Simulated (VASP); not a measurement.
# 2 ML Fe on Mo(110), 3 substrate layers: magnetic orders, part 2 of 2

Aim: compare collinear orders of 2 ML Fe on Mo(110), 3 substrate layers.

VASP 6.6.1, plane waves and PAW; the level of theory is named at each step.

So far. Step 2 (Magnetic order, start order fm, signs ++): The largest moment at the end is 2.46 μB, and the moments of the cell sum to 2.30 μB.

## 3. Magnetic order, start order AFM 1, signs +-

This step: LDA, spin-polarised, from moments of both signs; plane waves and PAW (Mo, Fe) (VASP 6.6.1).

File INCAR:

```
SYSTEM = Fe2Mo3
PREC = Normal
ENCUT = 350
EDIFF = 1E-06
NELM = 150
ISMEAR = 1
SIGMA = 0.05
LREAL = .FALSE.
ALGO = Normal
GGA = CA
NBANDS = 33
ISPIN = 2
MAGMOM = 0 0 0 3 -3
LASPH = .TRUE.
LMAXMIX = 4
LORBIT = 11
LWAVE = .FALSE.
LCHARG = .TRUE.
KPAR = 2
AMIX = 0.2
BMIX = 1E-04
AMIX_MAG = 0.8
BMIX_MAG = 1E-04
```

File POSCAR:

```
Fe2Mo3
1.0
    1.5734150000     -2.2251450000      0.0000000000
    1.5734150000      2.2251450000      0.0000000000
    0.0000000000      0.0000000000     22.5169420000
Mo Fe
3 2
Direct
    0.0000000000      0.0000000000      0.3108770000
    0.5000000000      0.5000000000      0.4096980000
    0.0000000000      0.0000000000      0.5085190000
    0.5000000000      0.5000000000      0.6017020000
    0.0000000000      0.0000000000      0.6891230000
```

File KPOINTS:

```
Automatic mesh
0
Gamma
9 9 1
0 0 0
```

Potentials, in the order of the species: Mo and Fe (LDA family, release 64).

On the command line:

```sh
$ mpirun -np 2 vasp_std
```

What it wrote:

```text
[... set-up lines as in an earlier step ...]
 entering main loop
       N       E                     dE             d eps       ncg     rms          rms(c)
DAV:   1     0.167075574000E+03    0.16708E+03   -0.10415E+04  3300   0.676E+02
DAV:   2    -0.408902191664E+02   -0.20797E+03   -0.18359E+03  3495   0.194E+02
DAV:   3    -0.576866191994E+02   -0.16796E+02   -0.14846E+02  4422   0.639E+01
DAV:   4    -0.583582649814E+02   -0.67165E+00   -0.65637E+00  3734   0.148E+01
DAV:   5    -0.583736093708E+02   -0.15344E-01   -0.15328E-01  4288   0.214E+00    0.326E+01
DAV:   6    -0.587905477533E+03   -0.52953E+03   -0.38890E+03  6498   0.404E+02    0.227E+02
DAV:   7    -0.309635567713E+03    0.27827E+03   -0.19683E+02  4303   0.908E+01    0.115E+02
DAV:   8    -0.672926717904E+02    0.24234E+03   -0.17963E+03  6188   0.647E+01    0.605E+01
DAV:   9    -0.867456225739E+02   -0.19453E+02   -0.26921E+02  4023   0.763E+01    0.550E+01
DAV:  10    -0.591271911373E+02    0.27618E+02   -0.44310E+01  4565   0.447E+01    0.383E+01
DAV:  11    -0.594634146717E+02   -0.33622E+00   -0.28292E+01  4909   0.403E+01    0.234E+01
DAV:  12    -0.627108276688E+02   -0.32474E+01   -0.33374E+01  4798   0.348E+01    0.312E+01
DAV:  13    -0.605127129153E+02    0.21981E+01   -0.95112E+00  5094   0.251E+01    0.294E+01
DAV:  14    -0.562663573163E+02    0.42464E+01   -0.14534E+00  4958   0.176E+01    0.263E+01
DAV:  15    -0.582682619161E+02   -0.20019E+01   -0.60285E+00  5106   0.306E+01    0.284E+01
DAV:  16    -0.587854703129E+02   -0.51721E+00   -0.95656E-01  4862   0.647E+00    0.293E+01
DAV:  17    -0.572556321197E+02    0.15298E+01   -0.81928E-01  4795   0.671E+00    0.244E+01
DAV:  18    -0.570320534093E+02    0.22358E+00   -0.83189E-02  4493   0.260E+00    0.239E+01
DAV:  19    -0.540469216864E+02    0.29851E+01   -0.39749E+00  5405   0.126E+01    0.186E+01
DAV:  20    -0.540747088958E+02   -0.27787E-01   -0.11174E-01  3771   0.197E+00    0.181E+01
DAV:  21    -0.533303383386E+02    0.74437E+00   -0.23527E-01  4570   0.680E+00    0.148E+01
DAV:  22    -0.534368037000E+02   -0.10647E+00   -0.18935E-02  4298   0.939E-01    0.153E+01
DAV:  23    -0.535335345530E+02   -0.96731E-01   -0.91104E-03  5434   0.131E+00    0.158E+01
DAV:  24    -0.532572363538E+02    0.27630E+00   -0.29073E-02  4546   0.109E+00    0.146E+01
DAV:  25    -0.531159947444E+02    0.14124E+00   -0.10452E-02  5129   0.782E-01    0.141E+01
DAV:  26    -0.532323475767E+02   -0.11635E+00   -0.69431E-03  4965   0.650E-01    0.146E+01
DAV:  27    -0.533490713477E+02   -0.11672E+00   -0.24826E-02  4861   0.195E+00    0.149E+01
DAV:  28    -0.530651791368E+02    0.28389E+00   -0.41549E-02  4798   0.195E+00    0.139E+01
DAV:  29    -0.529662556370E+02    0.98923E-01   -0.11172E-02  4871   0.810E-01    0.135E+01
DAV:  30    -0.528023357794E+02    0.16392E+00   -0.21471E-02  4961   0.137E+00    0.129E+01
[...]
DAV:  66    -0.512792121090E+02   -0.29071E-03   -0.76339E-04  4061   0.377E-01    0.517E-01
DAV:  67    -0.512788353489E+02    0.37676E-03   -0.16526E-03  4910   0.497E-01    0.234E-01
DAV:  68    -0.512785977159E+02    0.23763E-03   -0.28040E-04  4140   0.101E-01    0.197E-01
DAV:  69    -0.512787036159E+02   -0.10590E-03   -0.41927E-04  3871   0.176E-01    0.114E-01
DAV:  70    -0.512788179636E+02   -0.11435E-03   -0.23787E-04  4356   0.168E-01    0.100E-01
DAV:  71    -0.512788089666E+02    0.89970E-05   -0.17962E-04  4054   0.160E-01    0.736E-02
DAV:  72    -0.512788013042E+02    0.76624E-05   -0.19032E-05  4173   0.310E-02    0.601E-02
DAV:  73    -0.512787838532E+02    0.17451E-04   -0.18814E-05  3952   0.337E-02    0.466E-02
DAV:  74    -0.512787801723E+02    0.36809E-05   -0.33774E-05  4361   0.706E-02    0.226E-02
DAV:  75    -0.512787803787E+02   -0.20637E-06   -0.12144E-05  4649   0.231E-02    0.244E-02
DAV:  76    -0.512787826515E+02   -0.22728E-05   -0.28787E-06  2616   0.163E-02    0.234E-02
DAV:  77    -0.512787818983E+02    0.75321E-06   -0.14771E-06  2297   0.141E-02
   1 F= -.51278782E+02 E0= -.51278894E+02  d E =0.336686E-03  mag=     5.0043
```

Elapsed: 3.1 min, on 2 MPI ranks of Intel Xeon Platinum 8259CL at 2.50GHz (Skylake/Cascade Lake), shared host; peak memory 0.43 GiB; 6.1 min of CPU time.

OUTCAR, selected parts (step 3):

```text
The static configuration has the point symmetry C_2v.

 Found     25 irreducible k-points:

   NELECT =      34.0000    total number of electrons

 E-fermi :   0.2593

 spin component 1
 k-point     1 :       0.0000    0.0000    0.0000
  band No.  band energies     occupation
    ...
     17      -1.0754      1.00000
     18      -0.9639      1.00000
     19      -0.7792      1.00000
     20      -0.6259      1.00000
     21      -0.0752      1.00000
     22       0.5925     -0.00000
     23       1.4401      0.00000
     24       1.5990      0.00000
     25       1.7153      0.00000
     26       1.8999      0.00000
    ...

 k-point     2 :       0.1111    0.0000    0.0000
  band No.  band energies     occupation
    ...
     18      -0.9703      1.00000
     19      -0.7717      1.00000
     20      -0.7172      1.00000
     21       0.1442      1.00266
     22       0.2534      0.60036
     23       1.1970     -0.00000
     24       1.4650      0.00000
     25       1.5107      0.00000
     26       1.8512      0.00000
     27       2.0042      0.00000
    ...

 k-point     3 :       0.2222   -0.0000    0.0000
  band No.  band energies     occupation
    ...
     16      -1.1851      1.00000
     17      -1.0380      1.00000
     18      -0.9890      1.00000
     19      -0.9232      1.00000
     20      -0.6836      1.00000
     21       0.3287     -0.03223
     22       0.7328     -0.00000
     23       1.3741      0.00000
     24       1.5179      0.00000
     25       1.8434      0.00000
    ...

 k-point     4 :       0.3333    0.0000    0.0000
  band No.  band energies     occupation
    ...
     16      -1.0154      1.00000
     17      -0.8800      1.00000
     18      -0.8201      1.00000
     19      -0.4684      1.00000
     20       0.0741      1.00000
     21       1.3300      0.00000
     22       1.5274      0.00000
     23       1.8179      0.00000
     24       1.8826      0.00000
     25       2.1858      0.00000
    ...

  Total      -11.6779156    -13.1558515     -9.3459306      0.0000000      0.0000000      0.0000000
  in kB     -118.6683510   -133.6868028    -94.9712436      0.0000000      0.0000000      0.0000000
  external PRESSURE =    -115.7754658 kB  Pullay stress =       0.0000000 kB

 POSITION                                       TOTAL-FORCE (eV/Angst)
 -----------------------------------------------------------------------------------
      0.00000      0.00000      7.00000        -0.000000      0.000000      1.194002
      1.57342      0.00000      9.22515         0.000000      0.000000     -0.591554
      0.00000      0.00000     11.45029        -0.000000      0.000000      0.484140
      1.57342      0.00000     13.54849        -0.000000      0.000000      0.406771
      0.00000      0.00000     15.51694        -0.000000      0.000000     -1.493359
 -----------------------------------------------------------------------------------
    total drift:                               -0.000000     -0.000000     -0.000698

  FREE ENERGIE OF THE ION-ELECTRON SYSTEM (eV)
  ---------------------------------------------------
  free  energy   TOTEN  =       -51.2787818983 eV

  energy  without entropy=      -51.2791185848  energy(sigma->0) =      -51.27889413

 total charge
# of ion       s       p       d       tot
------------------------------------------
    1        0.506   0.398   4.241   5.146
    2        0.521   0.555   4.311   5.387
    3        0.514   0.525   4.281   5.320
    4        0.434   0.421   6.168   7.023
    5        0.419   0.274   6.129   6.822
--------------------------------------------------
tot          2.395   2.173  25.130  29.697

 magnetization (x)
# of ion       s       p       d       tot
------------------------------------------
    1       -0.000  -0.003  -0.008  -0.011
    2       -0.002  -0.004  -0.020  -0.026
    3       -0.006  -0.020  -0.122  -0.148
    4       -0.001  -0.019   2.326   2.305
    5        0.003  -0.003   2.804   2.803
--------------------------------------------------
tot         -0.007  -0.049   4.980   4.924

[... 8 parts as in an earlier step ...]

[... 9 further parts left out ...]
```

Numbers from this step:

```
electronic cycles                                 : 77
free energy (TOTEN)                               : -51.2788 eV
energy at zero smearing                           : -51.2789 eV
Fermi energy                                      : 0.2593 eV
moment of the cell, from the last line of the log : 5.004 μB
```

Spin moment in the PAW sphere by atom:

```
atom  spin moment in the PAW sphere (μB)
 Mo1                               -0.01
 Mo2                               -0.03
 Mo3                               -0.15
 Fe4                                2.31
 Fe5                                2.80
```

Force by atom:

```
atom  x (eV/Å)  y (eV/Å)  z (eV/Å)  size
 Mo1      0.00      0.00      1.19  1.19
 Mo2      0.00      0.00     -0.59  0.59
 Mo3      0.00      0.00      0.48  0.48
 Fe4      0.00      0.00      0.41  0.41
 Fe5      0.00      0.00     -1.49  1.49
```

Spin density in the ca plane at fractional y = 0.000, with atoms of Mo and Fe within 0.2 Å of it.

Ten even steps from '0' (-0.1 e/Å³) to '9' (3.5 e/Å³), each cell a mean:
```
00000000000000000000000000000377300000000000
00000000000000000000000000000122100000000000
00000000000000000000000000000000000000000000
00000000000000000000000000000000000000000000
00000000000000000000000000000000000000000000
00000000000000000000000000000011000000000000
00000000000000000000000000000255200000000000
00000000000000000000000000000499400000000000
```
Columns run along c (16.0 Å, from fractional 0.20 to 0.91 of the cell), rows up along a (2.7 Å). Atoms in or near the plane, at fractional coordinates: Mo at (0.31, 0.00), Mo at (0.51, 0.00), Fe at (0.69, 0.00).

Valence density in the ca plane at fractional y = 0.000, with atoms of Mo and Fe within 0.2 Å of it. It is the smooth field of the valence electrons, not physical close to the nuclei.

Ten steps, logarithmic in the rise over the least value, from '0' (0.0 e/Å³) to '9' (6.9 e/Å³), each cell a mean:
```
00012456543333333455553322234799731000000000
00012455543333333445543322233577521000000000
00012344433333333344433333223344321000000000
00012333333333333333333333322333211000000000
00012334333333333334433333322333211000000000
00012345443333333345443332223455421000000000
00012455543333333455543322234688631000000000
00013566544333333456654322234799731000000000
```
Columns run along c (16.0 Å, from fractional 0.20 to 0.91 of the cell), rows up along a (2.7 Å). Atoms in or near the plane, at fractional coordinates: Mo at (0.31, 0.00), Mo at (0.51, 0.00), Fe at (0.69, 0.00).

The largest moment at the end is 2.80 μB, and the moments of the cell sum to 5.00 μB.

## 4. No spin polarisation

This step: LDA, no spin polarisation; plane waves and PAW (Mo, Fe) (VASP 6.6.1).

A run without spin shows what magnetism as such gains.

INCAR: that of step 3 with these lines changed.

```diff
@@ -10,10 +10,7 @@
 GGA = CA
-NBANDS = 33
-ISPIN = 2
-MAGMOM = 0 0 0 3 -3
+NBANDS = 23
 LASPH = .TRUE.
-LMAXMIX = 4
 LORBIT = 11
 LWAVE = .FALSE.
-LCHARG = .TRUE.
+LCHARG = .FALSE.
 KPAR = 2
```

POSCAR is that of step 3.

KPOINTS is that of step 3.

On the command line:

```sh
$ mpirun -np 2 vasp_std
```

What it wrote:

```text
[... set-up lines as in an earlier step ...]
 entering main loop
       N       E                     dE             d eps       ncg     rms          rms(c)
DAV:   1     0.192046051822E+03    0.19205E+03   -0.10813E+04  1150   0.967E+02
DAV:   2    -0.266032404750E+02   -0.21865E+03   -0.20274E+03  1213   0.280E+02
DAV:   3    -0.550273674566E+02   -0.28424E+02   -0.25992E+02  1958   0.912E+01
DAV:   4    -0.577240621281E+02   -0.26967E+01   -0.24887E+01  1726   0.282E+01
DAV:   5    -0.580355207321E+02   -0.31146E+00   -0.29100E+00  1935   0.755E+00    0.344E+01
DAV:   6    -0.602554390439E+03   -0.54452E+03   -0.52741E+03  2279   0.605E+02    0.282E+02
DAV:   7    -0.400090173623E+03    0.20246E+03   -0.31305E+02  1416   0.161E+02    0.131E+02
DAV:   8    -0.347431175930E+02    0.36535E+03   -0.21708E+03  2231   0.111E+02    0.488E+01
DAV:   9    -0.844606924035E+02   -0.49718E+02   -0.43841E+02  1771   0.124E+02    0.491E+01
DAV:  10    -0.807682479944E+02    0.36924E+01   -0.48851E+02  2061   0.108E+02    0.433E+01
[... 92 further cycles ...]
DAV: 103    -0.499916609788E+02    0.20472E-03   -0.13297E-04  1449   0.481E-02    0.260E-02
DAV: 104    -0.499917008888E+02   -0.39910E-04   -0.10349E-05  1559   0.193E-02    0.209E-02
DAV: 105    -0.499917083839E+02   -0.74951E-05   -0.94014E-07   890   0.749E-03    0.187E-02
DAV: 106    -0.499918563512E+02   -0.14797E-03   -0.63858E-05  1558   0.385E-02    0.446E-02
DAV: 107    -0.499918338262E+02    0.22525E-04   -0.16131E-05  1365   0.276E-02    0.261E-02
DAV: 108    -0.499918391804E+02   -0.53542E-05   -0.49530E-06   954   0.200E-02    0.633E-03
DAV: 109    -0.499918433892E+02   -0.42089E-05   -0.11267E-06   772   0.849E-03    0.811E-03
DAV: 110    -0.499918674252E+02   -0.24036E-04   -0.33200E-06   901   0.709E-03    0.645E-03
DAV: 111    -0.499918688950E+02   -0.14699E-05   -0.14919E-06   897   0.530E-03    0.711E-03
DAV: 112    -0.499918691141E+02   -0.21901E-06   -0.22225E-07   729   0.409E-03
   1 F= -.49991869E+02 E0= -.49991390E+02  d E =-.143682E-02
```

The job ended after 1.9 min (2 MPI ranks; peak memory 0.33 GiB; 3.6 min of CPU time).

From OUTCAR (step 4):

```text
The static configuration has the point symmetry C_2v.

 Found     25 irreducible k-points:

   k-points           NKPTS =     25   k-points in BZ     NKDIM =     25   number of bands    NBANDS=     23

   NELECT =      34.0000    total number of electrons

 E-fermi :   0.1022

 k-point     1 :       0.0000    0.0000    0.0000
  band No.  band energies     occupation
    ...
     15      -0.6660      2.00000
     16      -0.4050      2.00000
     17      -0.0402      2.00042
     18       0.0186      2.03949
     19       0.0626      1.97629
     20       0.2374     -0.00089
     21       0.4501     -0.00000
     22       0.6384     -0.00000
     23       1.3316      0.00000

 k-point     2 :       0.1111    0.0000    0.0000
  band No.  band energies     occupation
    ...
     15      -0.6691      2.00000
     16      -0.3059      2.00000
     17      -0.0973      2.00000
     18      -0.0280      2.00143
     19       0.0261      2.05321
     20       0.1357      0.10333
     21       0.2248     -0.00288
     22       0.4406     -0.00000
     23       1.2108      0.00000

  Total      -14.3806663    -16.1489864    -11.9280366      0.0000000      0.0000000      0.0000000
  in kB     -146.1330948   -164.1023661   -121.2100237      0.0000000      0.0000000      0.0000000
  external PRESSURE =    -143.8151615 kB  Pullay stress =       0.0000000 kB

 POSITION                                       TOTAL-FORCE (eV/Angst)
 -----------------------------------------------------------------------------------
      0.00000      0.00000      7.00000         0.000000      0.000000      1.183879
      1.57342      0.00000      9.22515        -0.000000      0.000000     -0.574664
      0.00000      0.00000     11.45029        -0.000000      0.000000      0.971245
      1.57342      0.00000     13.54849         0.000000      0.000000      0.683776
      0.00000      0.00000     15.51694        -0.000000      0.000000     -2.264235
 -----------------------------------------------------------------------------------
    total drift:                               -0.000000      0.000000     -0.003692

  FREE ENERGIE OF THE ION-ELECTRON SYSTEM (eV)
  ---------------------------------------------------
  free  energy   TOTEN  =       -49.9918691141 eV

  energy  without entropy=      -49.9904322968  energy(sigma->0) =      -49.99139017

 total charge
# of ion       s       p       d       tot
------------------------------------------
    1        0.506   0.395   4.249   5.149
    2        0.520   0.553   4.315   5.388
    3        0.512   0.518   4.275   5.304
    4        0.422   0.409   6.197   7.028
    5        0.398   0.259   6.171   6.828
--------------------------------------------------
tot          2.358   2.134  25.206  29.698

[... 7 parts as in an earlier step ...]

[... 5 further parts left out ...]
```

This run has no spin polarisation, so a moment on Fe, if there is one, isn't seen.

This step gave:

```yaml
electronic_cycles: 112
free_energy_toten: -49.99 eV
energy_at_zero_smearing: -49.99 eV
fermi_energy: 0.1022 eV
```

Force by atom:

| atom | x (eV/Å) | y (eV/Å) | z (eV/Å) | size |
| --- | --- | --- | --- | --- |
| Mo1 | 0.00 | 0.00 | 1.18 | 1.18 |
| Mo2 | 0.00 | 0.00 | -0.57 | 0.57 |
| Mo3 | 0.00 | 0.00 | 0.97 | 0.97 |
| Fe4 | 0.00 | 0.00 | 0.68 | 0.68 |
| Fe5 | 0.00 | 0.00 | -2.26 | 2.26 |

Energy at zero smearing: -49.99139 eV.

## 5. Summary

This step: collinear magnetic orders, LDA; plane waves and PAW (VASP 6.6.1).

No new run; the numbers come from the runs before.

This step gave:

```
mean moment in the lowest run : 2.554 μB
```

Orders, by row:

```
order  signs  energy above the lowest (meV/magnetic atom)  total moment (μB)  mean moment on carriers (μB)  gap on the mesh (eV)  signs at the end, of the atoms given a moment
   fm     ++                                        399.3              2.298                         1.318                     0                                             +-
afm 1     +-                                            0              5.004                         2.554                     0                                             ++
   nm                                               643.8                  0                             0                     0                                              -
```

## 6. Results

- mean moment in the lowest run: 2.55 μB

What this shows: The lowest run started as afm 1 and holds 2.55 μB on average over the atoms that were given a moment; the next state, from fm, lies 399.3 meV a magnetic atom higher. The runs hold very different moments, so the differences mix spin states with orders. It ends with the signs ++ and a net moment of 5.00 μB a cell: the moments given at the start all parallel. The starts fm and afm 1 ended with other signs than typed, or lost moments. Differences of 399 meV a magnetic atom are large for orders alone; such runs may also hold other orbital or spin states. On this k mesh the moments and energy differences of a metal are not converged, and no denser mesh was tried, so the order found is tentative. No other collinear orders were tried, and their comparison leaves spin-orbit coupling out.

[Lines on the potential files, build, host, timing and source positions are cut from VASP's logs without a mark.]

[Logs are printed without paths, hosts, clocks, repeated set-up lines and the standing remarks that a program may print on its own settings, such as how far it seeks lower states.]

[Hosts, paths, dates, database ids (printed as entryN), source tags and the programs' standing remarks are cut or masked in the printed files.]

[In band tables of VASP the shares of atoms and orbitals are scaled to a sum of 1 inside the atoms' spheres.]

[Runs that stopped without an error message from VASP are left out.]
